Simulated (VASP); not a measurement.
Computed with LDA (Ceperley-Alder, Perdew-Zunger), VASP's LDA PAW potentials (set 64) (plane waves; VASP).

Input for VASP

INCAR:
```
ENCUT = 400   # plane-wave cut-off (eV)
LWAVE = .FALSE.
SYSTEM = Nb3Sn
EDIFF = 1E-6
LREAL = .FALSE.
ALGO = Normal   # blocked Davidson
LMAXMIX = 4   # l cut-off of mixed one-centre charges
LASPH = .TRUE.
ISIF = 3   # ions, shape and volume
LCHARG = .FALSE.
NELM = 100   # most electronic steps
EDIFFG = -0.02   # ionic stop
ISMEAR = 1
SIGMA = 0.1   # width (eV)
IBRION = 2   # conjugate gradients
NSW = 60
PREC = Accurate
```

**POSCAR**
```
Nb3Sn
1
    5.2118840847     0.0000000000     0.0000000000
   -0.0000000000     5.2118840847    -0.0000000000
    0.0000000000     0.0000000000     5.2118840847
Nb Sn
6 2
Direct
  0.2500000000   0.0000000000   0.5000000000
  0.5000000000   0.2500000000   0.0000000000
  0.5000000000   0.7500000000   1.0000000000
  0.7500000000   0.0000000000   0.5000000000
  1.0000000000   0.5000000000   0.7500000000
  0.0000000000   0.5000000000   0.2500000000
  0.5000000000   0.5000000000   0.5000000000
  0.0000000000   1.0000000000   0.0000000000
```

File KPOINTS:
```
K-points
0
gamma
  6 6 6
0 0 0
```

POTCAR, in this order: Nb_sv Sn_d (LDA.64 set). Program: vasp_std.

Unless said otherwise, spin-orbit coupling is left out, though it shifts the bands of the heavy elements here.

### Question
What does the run give for the energy per atom (σ→0), volume per atom, band gap (on the k-mesh)?

### Answer

```json
{
  "energy per atom (σ→0)": "-943.4 kJ/mol of atoms",
  "band gap (on the k-mesh)": "none (metal, semimetal or under 0.01 eV)",
  "volume_per_atom": "17.75 Å³/atom"
}
```

OSZICAR:
```
...
DAV:   2    -0.782292737646E+02    0.17417E-01   -0.93176E-02  3257   0.247E+00    0.606E-01
DAV:   3    -0.782221498761E+02    0.71239E-02   -0.53496E-02  3749   0.146E+00    0.406E-01
DAV:   4    -0.782219006959E+02    0.24918E-03   -0.61311E-03  3442   0.404E-01    0.157E-01
DAV:   5    -0.782221101453E+02   -0.20945E-03   -0.77165E-04  3890   0.132E-01    0.111E-01
DAV:   6    -0.782221899995E+02   -0.79854E-04   -0.21064E-04  4090   0.546E-02    0.502E-02
DAV:   7    -0.782222173124E+02   -0.27313E-04   -0.84098E-05  4076   0.310E-02    0.745E-03
DAV:   8    -0.782222171426E+02    0.16980E-06   -0.46252E-06  2449   0.956E-03
   3 F= -.78222217E+02 E0= -.78220117E+02  d E =-.675168E-03
```

The compound is Nb3Sn in the A15 structure. This run relaxes it. Symmetry was kept, so distortions that lower it aren't found. The start is the result of an earlier pass.
